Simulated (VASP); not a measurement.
Set up this calculation in VASP 6.6.1, as the native input.

```
Task                   : band structure
Functional             : r2SCAN
Potentials or basis    : VASP PAW PBE potentials, release 64 (Ga_d, N, P)
Cutoff                 : 520 eV
k mesh                 : 7 × 7 × 4
Occupations            : gaussian, width 0.02 eV
Spin                   : no spin polarisation
Further INCAR settings : ALGO = Normal; EDIFF = 1e-06
```

The structure of Ga4P3N lies in POSCAR:

```
Ga4P3N                                  
1.0
   -2.6144264071      2.6144264071      0.0000000000
   -2.6067130476     -5.2211394548      2.5853833248
    2.6222434168      2.6222434168      5.2094991551
  Ga              N               P             
     4     1     3
Direct
     0.0106687607086089    0.0213375214172177    0.0358283380989613
     0.7256449754827539    0.4512899509655074    0.2441783633102146
     0.5053801417885566    0.0107602835771133    0.4659247627895547
     0.2578968517770514    0.5157937035541027    0.7503795589451027
     0.5614041179409162    0.1228082358818321    0.1893197105534418
     0.3087217298234484    0.6174434596468970    0.4236266278003328
     0.0639983557342625    0.1279967114685250    0.6873393818396494
     0.8162850667444023    0.6325701334888052    0.9534032566627426
```

The cell comes from a database or a generator and needn't be the stable form of this composition.

One way to write it, as run:

INCAR

```
ALGO = Normal
EDIFF = 1E-6
ENCUT = 520
ISIF = 2
ISMEAR = 0
KPAR = 2
LASPH = T
LCHARG = F
LMIXTAU = T
LREAL = F
LWAVE = F
METAGGA = R2SCAN
NELM = 80
PREC = Accurate
SIGMA = 0.02
```

KPOINTS

```
k-points
0
Gamma
  7 7 4
```

KPOINTS_OPT

```
path GYFLI,I1ZF1,YX1,XGN,MG
10
line-mode
reciprocal
 0.0000000000  0.0000000000  0.0000000000  G
 0.0000000000 -0.5000000000  1.0000000000  Y

 0.0000000000 -0.5000000000  1.0000000000  Y
 0.0000000000  0.2031250000  1.2812500000  F

 0.0000000000  0.2031250000  1.2812500000  F
 0.0000000000 -0.5000000000  0.5000000000  L

 0.0000000000 -0.5000000000  0.5000000000  L
 0.4687500000 -0.7343750000  0.5000000000  I

 0.5312500000 -0.2656250000 -0.5000000000  I1
 0.0000000000  0.0000000000 -0.5000000000  Z

 0.0000000000  0.0000000000 -0.5000000000  Z
 0.0000000000 -1.2031250000 -0.2812500000  F1

 0.0000000000 -0.5000000000  1.0000000000  Y
 0.3125000000 -0.6562500000  1.0000000000  X1

 0.6875000000 -0.3437500000  0.0000000000  X
 0.0000000000  0.0000000000  0.0000000000  G

 0.0000000000  0.0000000000  0.0000000000  G
 0.5000000000 -0.5000000000  0.5000000000  N

 0.5000000000 -0.5000000000  0.0000000000  M
 0.0000000000  0.0000000000  0.0000000000  G
```

Potentials or basis: VASP PAW PBE potentials, release 64 (Ga_d, N, P).

Run with:

```sh
$ cat potpaw_PBE.64/Ga_d/POTCAR potpaw_PBE.64/N/POTCAR potpaw_PBE.64/P/POTCAR > POTCAR
$ mpirun -np 2 vasp_std > vasp.out
```

Results of the run:

* Pressure: 0.1 GPa
* Largest force: 0.021 eV/Å
* Band gap on the k mesh: 0.25 eV, direct
* Band gap along the path: 0.25 eV, direct

Caveat: the PAW data sets were made with another functional, which shifts forces and pressure a little.

Run time: 14 min on 2 MPI ranks on Intel(R) Xeon(R) Platinum 8488C (Sapphire Rapids) (shared host), peak memory 0.57 GiB a rank.
